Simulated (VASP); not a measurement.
Write the native input for VASP 6.6.1 that does the following.

```
Task                   : band structure
Functional             : PBE
Potentials or basis    : VASP PAW PBE potentials, release 64 (Hf_pv, In_d, Si, O)
Cutoff                 : 520 eV
k mesh                 : 6 × 6 × 3
Occupations            : fermi-dirac, width 0.05 eV
Spin                   : spin-orbit coupling, no magnetisation
Further INCAR settings : ALGO = Fast; EDIFF = 1e-06
```

HfIn4SiO6:

```
CELL_PARAMETERS angstrom
5.33162 0.01593 -0.04837
-2.57933 4.88198 -0.01914
-1.51813 -1.22216 9.45525
ATOMIC_POSITIONS crystal
Hf 0.23802 0.06928 0.40279
In 0.14547 0.57471 0.87038
In 0.52445 0.72220 0.34881
In 0.57313 0.31316 0.12096
In 0.88250 0.38531 0.56415
Si 0.88112 0.94770 0.03773
O 0.26442 0.40613 0.48868
O 0.95713 0.78886 0.48788
O 0.83989 0.63938 0.98584
O 0.99055 0.00270 0.21370
O 0.13665 0.20373 0.97864
O 0.56667 0.94684 0.00044
```

The cell was built by a generator and needn't be a form met in nature.

The input as run:

POSCAR

```
HfIn4SiO6
1.0
    5.3316200000      0.0159300000     -0.0483700000
   -2.5793300000      4.8819800000     -0.0191400000
   -1.5181300000     -1.2221600000      9.4552500000
Hf In Si O
1 4 1 6
Direct
    0.2380200000      0.0692800000      0.4027900000
    0.1454700000      0.5747100000      0.8703800000
    0.5244500000      0.7222000000      0.3488100000
    0.5731300000      0.3131600000      0.1209600000
    0.8825000000      0.3853100000      0.5641500000
    0.8811200000      0.9477000000      0.0377300000
    0.2644200000      0.4061300000      0.4886800000
    0.9571300000      0.7888600000      0.4878800000
    0.8398900000      0.6393800000      0.9858400000
    0.9905500000      0.0027000000      0.2137000000
    0.1366500000      0.2037300000      0.9786400000
    0.5666700000      0.9468400000      0.0004400000
```

INCAR.step1

```
SYSTEM = HfIn4SiO6
  PREC = Accurate
  ENCUT = 520
  EDIFF = 1E-6
  ISMEAR = -1
  SIGMA = 0.05
  LREAL = .False.
  LASPH = .True.
  NELM = 100
  ALGO = Fast
  ISIF = 2
  LWAVE = .False.
  LCHARG = .True.
  LNONCOLLINEAR = .True.
  MAGMOM = 0 0 0 0 0 0 0 0 0 0 0 0 0 0 0 0 0 0 0 0 0 0 0 0 0 0 0 0 0 0 0 0 0 0 0 0
  LORBIT = 11
  LSORBIT = .True.
  GGA_COMPAT = .False.
  LMAXMIX = 4
  GGA = PE
  KPAR = 4
```

KPOINTS.step1

```
Automatic mesh
0
Gamma
  6 6 3
  0 0 0
```

INCAR.step2

```
SYSTEM = HfIn4SiO6
  PREC = Accurate
  ENCUT = 520
  EDIFF = 1E-6
  ISMEAR = 0
  SIGMA = 0.05
  LREAL = .False.
  LASPH = .True.
  NELM = 100
  ALGO = Fast
  ISIF = 2
  LWAVE = .False.
  LCHARG = .False.
  LNONCOLLINEAR = .True.
  MAGMOM = 0 0 0 0 0 0 0 0 0 0 0 0 0 0 0 0 0 0 0 0 0 0 0 0 0 0 0 0 0 0 0 0 0 0 0 0
  LORBIT = 11
  LSORBIT = .True.
  GGA_COMPAT = .False.
  LMAXMIX = 4
  GGA = PE
  KPAR = 4
  ICHARG = 11
```

KPOINTS.step2

```
path XGY,LGZ,NGM,RG
20
line-mode
reciprocal
 0.0000000000  0.0000000000 -0.5000000000  X
 0.0000000000  0.0000000000  0.0000000000  G

 0.0000000000  0.0000000000  0.0000000000  G
 0.0000000000  0.5000000000  0.0000000000  Y

 0.0000000000  0.5000000000 -0.5000000000  L
 0.0000000000  0.0000000000  0.0000000000  G

 0.0000000000  0.0000000000  0.0000000000  G
 0.5000000000 -0.5000000000  0.0000000000  Z

 0.5000000000 -0.5000000000 -0.5000000000  N
 0.0000000000  0.0000000000  0.0000000000  G

 0.0000000000  0.0000000000  0.0000000000  G
 0.5000000000  0.0000000000  0.0000000000  M

 0.5000000000  0.0000000000 -0.5000000000  R
 0.0000000000  0.0000000000  0.0000000000  G
```

Potentials or basis: VASP PAW PBE potentials, release 64 (Hf_pv, In_d, Si, O).

The run is started by

```console
$ cat potpaw_PBE.64/Hf_pv/POTCAR potpaw_PBE.64/In_d/POTCAR potpaw_PBE.64/Si/POTCAR potpaw_PBE.64/O/POTCAR > POTCAR
$ cp INCAR.step1 INCAR
$ cp KPOINTS.step1 KPOINTS
$ mpirun -np 4 vasp_ncl > vasp.out
$ cp INCAR.step2 INCAR
$ cp KPOINTS.step2 KPOINTS
$ mpirun -np 4 vasp_ncl > vasp.out
```

Run time: 120 min on 4 MPI ranks on Intel(R) Xeon(R) Platinum 8259CL CPU @ 2.50GHz (Skylake/Cascade Lake), with other jobs on the host, peak memory 4.6 GiB a rank.
